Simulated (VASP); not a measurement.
# Al15NiN16 (a cell with a defect) in VASP: a series of runs, part 2 of 4

VASP 6.6.1. The steps go on from the part before.

## 4. Single point, PBEsol+U, collinear spin, ferromagnetic start

INCAR reads:

```
PREC     = Accurate       # precision mode
ENCUT    = 450            # plane-wave cutoff, eV
EDIFF    = 1E-5           # SCF threshold, eV
ISMEAR   = 0              # smearing method
SIGMA    = 0.03           # smearing width, eV
LREAL    = Auto         
LASPH    = True           # aspherical terms in the spheres
NELM     = 120            # most SCF steps
ALGO     = All            # electronic algorithm
ISIF     = 2              # what is computed and relaxed
LWAVE    = False          # write WAVECAR
LCHARG   = False          # write CHGCAR
ISPIN    = 2              # spin polarisation
MAGMOM   = 3 0 0 0 0 0 0 0 0 0 0 0 0 0 0 0 0 0 0 0 0 0 0 0 0 0 0 0 0 0 0 0 # initial moments
LORBIT   = 11             # projections on sites
LMAXMIX  = 4              # l up to which the mixer works
LDAU     = True           # DFT+U
LDAUTYPE = 2            
LDAUL    = 2 -1 -1        # shell
LDAUU    = 5 0 0          # U, eV
LDAUJ    = 0 0 0        
LDAUPRINT= 1            
GGA      = PS             # functional
ISYM     = 0            
KPAR     = 4
```

KPOINTS reads:

```
Automatic mesh
0
Gamma
  3 3 2
```

POSCAR reads:

```
Al15NiN16
1.0
    6.2200008610      0.0000000000      0.0000000000
   -3.1100004305      5.3866787572      0.0000000000
    0.0000000000      0.0000000000      9.9600000000
Ni Al N
1 15 16
Direct
    0.3333333333      0.1666666667      0.0000000000
    0.3333333333      0.1666666667      0.5000000000
    0.3333333333      0.6666666667      0.0000000000
    0.3333333333      0.6666666667      0.5000000000
    0.8333333333      0.1666666667      0.0000000000
    0.8333333333      0.1666666667      0.5000000000
    0.8333333333      0.6666666667      0.0000000000
    0.8333333333      0.6666666667      0.5000000000
    0.1666666667      0.3333333333      0.2500000000
    0.1666666667      0.3333333333      0.7500000000
    0.1666666667      0.8333333333      0.2500000000
    0.1666666667      0.8333333333      0.7500000000
    0.6666666667      0.3333333333      0.2500000000
    0.6666666667      0.3333333333      0.7500000000
    0.6666666667      0.8333333333      0.2500000000
    0.6666666667      0.8333333333      0.7500000000
    0.3333333333      0.1666666667      0.1910000000
    0.3333333333      0.1666666667      0.6910000000
    0.3333333333      0.6666666667      0.1910000000
    0.3333333333      0.6666666667      0.6910000000
    0.8333333333      0.1666666667      0.1910000000
    0.8333333333      0.1666666667      0.6910000000
    0.8333333333      0.6666666667      0.1910000000
    0.8333333333      0.6666666667      0.6910000000
    0.1666666667      0.3333333333      0.4410000000
    0.1666666667      0.3333333333      0.9410000000
    0.1666666667      0.8333333333      0.4410000000
    0.1666666667      0.8333333333      0.9410000000
    0.6666666667      0.3333333333      0.4410000000
    0.6666666667      0.3333333333      0.9410000000
    0.6666666667      0.8333333333      0.4410000000
    0.6666666667      0.8333333333      0.9410000000
```

Potentials or basis: VASP PAW PBE potentials, release 64 (Ni, Al, N).

The run is started by

```
$ cat potpaw_PBE.64/Ni/POTCAR potpaw_PBE.64/Al/POTCAR potpaw_PBE.64/N/POTCAR > POTCAR
$ mpirun -np 8 vasp_std > vasp.out
```

OUTCAR:

```text
PREC = Accurate
   ENCUT = 450
   EDIFF = 1E-5
   ISMEAR = 0
   LREAL = Auto
   LASPH = True
   NELM = 120
   ISIF = 2
   ISPIN = 2
   LORBIT = 11
   GGA = PS
   ISYM = 0

 ion  position               nearest neighbor table
   1  0.333  0.167  0.000-  26 1.89  30 1.89  28 1.89  17 1.90   9 3.07  10 3.07  13 3.07  14 3.07
                            11 3.07  12 3.07   5 3.11   5 3.11   7 3.11   3 3.11   3 3.11   7 3.11
   2  0.333  0.167  0.500-  25 1.89  29 1.89  27 1.89  18 1.90   9 3.07  10 3.07  13 3.07  14 3.07
                            11 3.07  12 3.07   6 3.11   6 3.11   8 3.11   4 3.11   4 3.11   8 3.11
   3  0.333  0.667  0.000-  28 1.89  32 1.89  26 1.89  19 1.90  11 3.07  12 3.07  15 3.07  16 3.07
                             9 3.07  10 3.07   7 3.11   7 3.11   1 3.11   1 3.11   5 3.11   5 3.11
   4  0.333  0.667  0.500-  27 1.89  31 1.89  25 1.89  20 1.90  11 3.07  12 3.07  15 3.07  16 3.07
                             9 3.07  10 3.07   8 3.11   8 3.11   2 3.11   2 3.11   6 3.11   6 3.11
   5  0.833  0.167  0.000-  30 1.89  26 1.89  32 1.89  21 1.90  13 3.07  14 3.07   9 3.07  10 3.07
                            15 3.07  16 3.07   1 3.11   1 3.11   7 3.11   7 3.11   3 3.11   3 3.11
   6  0.833  0.167  0.500-  29 1.89  25 1.89  31 1.89  22 1.90  13 3.07  14 3.07   9 3.07  10 3.07
                            15 3.07  16 3.07   2 3.11   2 3.11   8 3.11   8 3.11   4 3.11   4 3.11
   7  0.833  0.667  0.000-  32 1.89  28 1.89  30 1.89  23 1.90  15 3.07  16 3.07  11 3.07  12 3.07
                            13 3.07  14 3.07   3 3.11   3 3.11   5 3.11   5 3.11   1 3.11   1 3.11
   8  0.833  0.667  0.500-  31 1.89  27 1.89  29 1.89  24 1.90  15 3.07  16 3.07  11 3.07  12 3.07
                            13 3.07  14 3.07   4 3.11   4 3.11   6 3.11   6 3.11   2 3.11   2 3.11
   9  0.167  0.333  0.250-  17 1.89  21 1.89  19 1.89  25 1.90   1 3.07   2 3.07   5 3.07   6 3.07
[... 17 lines left out ...]
  19  0.333  0.667  0.191-  11 1.89  15 1.89   9 1.89   3 1.90
  20  0.333  0.667  0.691-  12 1.89  16 1.89  10 1.89   4 1.90
  21  0.833  0.167  0.191-  13 1.89   9 1.89  15 1.89   5 1.90
  22  0.833  0.167  0.691-  14 1.89  10 1.89  16 1.89   6 1.90
[... 8 lines left out ...]
  31  0.667  0.833  0.441-   8 1.89   4 1.89   6 1.89  15 1.90
  32  0.667  0.833  0.941-   7 1.89   3 1.89   5 1.89  16 1.90

IMPORTANT INFORMATION: All symmetrisations will be switched off!
[... 1064 lines left out ...]
      3      -8.1620      1.00000
      4      -7.1355      1.00000
      5      -7.1355      1.00000
      6      -7.0873      1.00000
[... 809 lines left out ...]
     78      13.1831      0.00000
     79      13.1862      0.00000
 [bands above 79 left out]

------------------------ aborting loop because EDIFF is reached ----------------------------------------

  FORCE on cell =-STRESS in cart. coord.  units (eV):
  Direction    XX          YY          ZZ          XY          YZ          ZX
  --------------------------------------------------------------------------------------
  -------------------------------------------------------------------------------------
  Total        0.1032096      0.1029725     -0.6194623     -0.0000238      0.0000635     -0.0000167
  in kB        0.4955184      0.4943802     -2.9740933     -0.0001142      0.0003047     -0.0000802
  external PRESSURE =      -0.6613982 kB  Pullay stress =       0.0000000 kB

 VOLUME and BASIS-vectors are now :
 -----------------------------------------------------------------------------
  energy-cutoff  :      450.00
  volume of cell :      333.71
      direct lattice vectors                 reciprocal lattice vectors
     6.220000861  0.000000000  0.000000000     0.160771682  0.092821574  0.000000000
    -3.110000430  5.386678757  0.000000000     0.000000000  0.185643148  0.000000000
     0.000000000  0.000000000  9.960000000     0.000000000  0.000000000  0.100401606

 POSITION                                       TOTAL-FORCE (eV/Angst)
 -----------------------------------------------------------------------------------
      1.55500      0.89778      0.00000         0.000016      0.000064      0.086173
      1.55500      0.89778      4.98000        -0.000007     -0.000004      0.062610
     -0.00000      3.59112      0.00000         0.221281      0.127763      0.190279
     -0.00000      3.59112      4.98000         0.013662      0.007884     -0.027146
      4.66500      0.89778      0.00000         0.000010     -0.255493      0.190259
      4.66500      0.89778      4.98000         0.000008     -0.015777     -0.027146
[... 24 lines left out ...]
      1.55500      4.48890      4.39236        -0.000004     -0.000017      0.058350
      1.55500      4.48890      9.37236         0.000032      0.000009     -0.063205
 -----------------------------------------------------------------------------------
    total drift:                               -0.000010      0.000031      0.026870

  FREE ENERGIE OF THE ION-ELECTRON SYSTEM (eV)
  ---------------------------------------------------
  free  energy   TOTEN  =      -245.0626204210 eV

  energy  without entropy=     -245.0626204210  energy(sigma->0) =     -245.06262042

 total charge

# of ion       s       p       d       tot
------------------------------------------
    1        0.524   0.680   8.259   9.463
    2        0.369   0.444   0.000   0.813
    3        0.370   0.442   0.000   0.813
    4        0.369   0.443   0.000   0.812
    5        0.370   0.442   0.000   0.813
    6        0.369   0.443   0.000   0.812
[... 24 lines left out ...]
   31        1.223   2.614   0.000   3.837
   32        1.223   2.615   0.000   3.837
--------------------------------------------------
tot         25.667  48.946   8.259  82.872

 magnetization (x)

# of ion       s       p       d       tot
------------------------------------------
    1        0.003   0.110   1.760   1.873
    2        0.000   0.000   0.000   0.000
    3        0.002   0.003   0.000   0.005
    4        0.000   0.001   0.000   0.001
    5        0.002   0.003   0.000   0.005
    6        0.000   0.001   0.000   0.001
[... 24 lines left out ...]
   31        0.000   0.003   0.000   0.003
   32       -0.000  -0.001   0.000  -0.001
--------------------------------------------------
tot          0.058   0.790   1.760   2.608
```

OSZICAR:

```text
N       E                     dE             d eps       ncg     rms           ort
DAV:   1     0.725142602193E+03    0.72514E+03   -0.60657E+04   860   0.134E+03
DAV:   2    -0.189831466529E+03   -0.91497E+03   -0.87556E+03   860   0.298E+02
DAV:   3    -0.281782971675E+03   -0.91952E+02   -0.90627E+02   860   0.106E+02
DAV:   4    -0.284742423976E+03   -0.29595E+01   -0.29185E+01   860   0.215E+01
DAV:   5    -0.284828982257E+03   -0.86558E-01   -0.86297E-01   860   0.333E+00
SDA:   6    -0.113676120936E+03    0.17115E+03   -0.86297E-01   860   0.166E+04   0.000E+00
CGA:   7    -0.223258580663E+03   -0.10958E+03   -0.16352E+03   860   0.955E+02  -0.513E+02
CGA:   8    -0.241330445134E+03   -0.18072E+02   -0.18064E+02   860   0.668E+01   0.683E+00
CGA:   9    -0.243965562671E+03   -0.26351E+01   -0.26727E+01   860   0.443E+01  -0.261E+00
CGA:  10    -0.244620613057E+03   -0.65505E+00   -0.59650E+00   860   0.126E+01   0.123E-01
CGA:  11    -0.244948660535E+03   -0.32805E+00   -0.32777E+00   860   0.405E+00   0.462E-02
CGA:  12    -0.245006909250E+03   -0.58249E-01   -0.58235E-01   860   0.201E+00  -0.505E-03
[... 10 lines left out ...]
CGA:  23    -0.245062615135E+03   -0.15285E-04   -0.15682E-04   860   0.240E-04  -0.184E-05
CGA:  24    -0.245062620421E+03   -0.52865E-05   -0.52837E-05   860   0.258E-04  -0.441E-06
   1 F= -.24506262E+03 E0= -.24506262E+03  d E =-.731494E-18  mag=     3.0000
```

stdout:

```text
POSCAR found type information on POSCAR NiAlN
 POSCAR found :  3 types and      32 ions
 scaLAPACK will be used
 -----------------------------------------------------------------------------
|                                                                             |
[... 65 lines left out ...]
 gam= 0.522 trial= 0.433  step=  0.8631 mean=  0.4328
 gam= 0.660 g(H,U,f)=  0.199E-04 0.415E-05 0.305E-21 ort(H,U,f) =-0.120E-04 0.102E-04-0.222E-21
 gam= 0.660 trial= 0.476  step=  0.4631 mean=  0.4759
 gam= 1.073 g(H,U,f)=  0.126E-04 0.131E-04 0.271E-20 ort(H,U,f) =-0.238E-05 0.194E-05 0.630E-21
 gam= 1.073 trial= 0.475  step=  0.3943 mean=  0.4746
 final diagonalization occupied
```

Run time: 2 min. Hardware: 8 MPI ranks of AMD EPYC 9R45 (Zen 5), shared host; peak memory 0.65 GiB.

What came out:

```
Free energy                                           : -245.0626 eV
Largest force                                         : 0.467 eV/Å
Band gap on the k mesh                                : 1.13 eV, indirect (least direct gap 1.33 eV)
Net moment                                            : 3.00 μB per cell
Site moments                                          : Ni +1.87; Al +0.00, +0.01; N +0.16, +0.00, -0.00, +0.01, +0.17 μB
Valence electrons inside the program's atomic spheres : Ni 9.46; Al 0.81; N 3.79, 3.84
```

Forces in eV/Å, atoms in the order of the input:
```
Ni   0.000  0.000  0.086
Al   0.000  0.000  0.063
Al   0.221  0.128  0.190
Al   0.014  0.008 -0.027
Al   0.000 -0.255  0.190
Al   0.000 -0.016 -0.027
Al  -0.221  0.128  0.190
Al  -0.014  0.008 -0.027
Al  -0.085  0.049 -0.168
Al   0.163 -0.094  0.010
Al   0.000 -0.098 -0.168
Al   0.000  0.188  0.010
Al   0.085  0.049 -0.168
Al  -0.163 -0.094  0.010
Al   0.000  0.000 -0.070
Al   0.000  0.000  0.095
N    0.000  0.000  0.416
N    0.000  0.000 -0.134
N   -0.012 -0.007  0.045
N   -0.014 -0.008 -0.010
N    0.000  0.014  0.045
N    0.000  0.016 -0.010
N    0.012 -0.007  0.045
N    0.014 -0.008 -0.010
N    0.017 -0.010  0.006
N   -0.367  0.212 -0.197
N    0.000  0.019  0.006
N    0.000 -0.424 -0.197
N   -0.017 -0.010  0.006
N    0.367  0.212 -0.197
N    0.000  0.000  0.058
N    0.000  0.000 -0.063
```

Eigenvalues of the final occupation matrices:
```
    site  spin  trace               eigenvalues
site 1 d     1   5.03  0.99 0.99 1.02 1.02 1.02
site 1 d     2   3.27  0.42 0.42 0.45 0.98 0.98
```

Caveat: the cutoff is under 1.25 times the usual one of these potentials, so pressure, stress and relaxed cells hold a basis-set (Pulay) error; the PAW data sets were made with another functional, which shifts forces and pressure a little.

(Part 2 of 4 ends here.)
